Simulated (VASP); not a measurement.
Here is a VASP 6.6.1 calculation.

Contents of INCAR:

```
SYSTEM = Si16AsC15
  PREC = Accurate
  ENCUT = 520
  EDIFF = 1E-8
  ISMEAR = -1
  SIGMA = 0.01
  LREAL = Auto
  LASPH = .TRUE.
  NELM = 100
  ALGO = Fast
  ISIF = 2
  LWAVE = .FALSE.
  LCHARG = .FALSE.
  GGA = PE
  LEFG = .TRUE.
  NELECT = 128.0
  NBANDS = 86
```

File KPOINTS:

```
regular mesh
0
G
  4 4 2
  0 0 0
```

Contents of POSCAR:

```
Si16AsC15
1.0
    6.1520000000      0.0000000000      0.0000000000
   -3.0760000000      5.3277882840      0.0000000000
    0.0000000000      0.0000000000     10.0960000000
Si As C
16 1 15
Direct
    0.1666666666      0.3333333334      0.0000000000
    0.1666666666      0.3333333334      0.5000000000
    0.1666666666      0.8333333334      0.0000000000
    0.1666666666      0.8333333334      0.5000000000
    0.6666666666      0.3333333334      0.0000000000
    0.6666666666      0.3333333334      0.5000000000
    0.6666666666      0.8333333334      0.0000000000
    0.6666666666      0.8333333334      0.5000000000
    0.3333333334      0.1666666666      0.2500000000
    0.3333333334      0.1666666666      0.7500000000
    0.3333333334      0.6666666666      0.2500000000
    0.3333333334      0.6666666666      0.7500000000
    0.8333333334      0.1666666666      0.2500000000
    0.8333333334      0.1666666666      0.7500000000
    0.8333333334      0.6666666666      0.2500000000
    0.8333333334      0.6666666666      0.7500000000
    0.1666666666      0.3333333334      0.1925000000
    0.1666666666      0.3333333334      0.6925000000
    0.1666666666      0.8333333334      0.1925000000
    0.1666666666      0.8333333334      0.6925000000
    0.6666666666      0.3333333334      0.1925000000
    0.6666666666      0.3333333334      0.6925000000
    0.6666666666      0.8333333334      0.1925000000
    0.6666666666      0.8333333334      0.6925000000
    0.3333333334      0.1666666666      0.4425000000
    0.3333333334      0.1666666666      0.9425000000
    0.3333333334      0.6666666666      0.4425000000
    0.3333333334      0.6666666666      0.9425000000
    0.8333333334      0.1666666666      0.4425000000
    0.8333333334      0.1666666666      0.9425000000
    0.8333333334      0.6666666666      0.4425000000
    0.8333333334      0.6666666666      0.9425000000
```

Potentials or basis: VASP PAW PBE potentials, release 64 (Si, As, C).

Launch:

```bash
$ cat potpaw_PBE.64/Si/POTCAR potpaw_PBE.64/As/POTCAR potpaw_PBE.64/C/POTCAR > POTCAR
$ mpirun -np 1 vasp_std > vasp.out
```

Estimate the band gap on the k mesh.

1.61 eV, direct.

Predict the largest force.

14.902 eV/Å.

Electric field gradients, principal values (V/Å²):
```
 atom      Vxx      Vyy      Vzz
 1 Si    0.975    0.975   -1.950
 2 Si   -5.832   -5.832   11.664
 3 Si  -10.335  -11.723   22.057
 4 Si   -5.651   -8.385   14.036
 5 Si  -10.335  -11.723   22.057
 6 Si   -5.651   -8.385   14.036
 7 Si  -10.335  -11.723   22.057
 8 Si   -5.651   -8.385   14.036
 9 Si    7.787   23.203  -30.990
10 Si  -11.307  -11.570   22.877
11 Si    7.787   23.203  -30.990
12 Si  -11.307  -11.570   22.877
13 Si    7.787   23.203  -30.990
14 Si  -11.307  -11.570   22.877
15 Si   -6.156   -6.156   12.312
16 Si   -9.855   -9.855   19.711
17 As  -15.119  -15.120   30.239
 18 C   -2.369   -2.369    4.739
 19 C   -1.531   -3.714    5.245
 20 C   -2.253   -2.670    4.922
 21 C   -1.531   -3.714    5.245
 22 C   -2.253   -2.670    4.922
 23 C   -1.531   -3.714    5.245
 24 C   -2.253   -2.669    4.922
 25 C   -3.246   -4.718    7.964
 26 C   -1.544   -2.766    4.310
 27 C   -3.246   -4.718    7.964
 28 C   -1.545   -2.765    4.310
 29 C   -3.246   -4.718    7.964
 30 C   -1.545   -2.765    4.310
 31 C   -2.031   -2.032    4.063
 32 C   -1.235   -1.235    2.469
```

Caveat: the cell carries a net charge on a neutralising background, which shifts energy and pressure; the cell is charged against a uniform background, so pressure and absolute levels hang on convention.
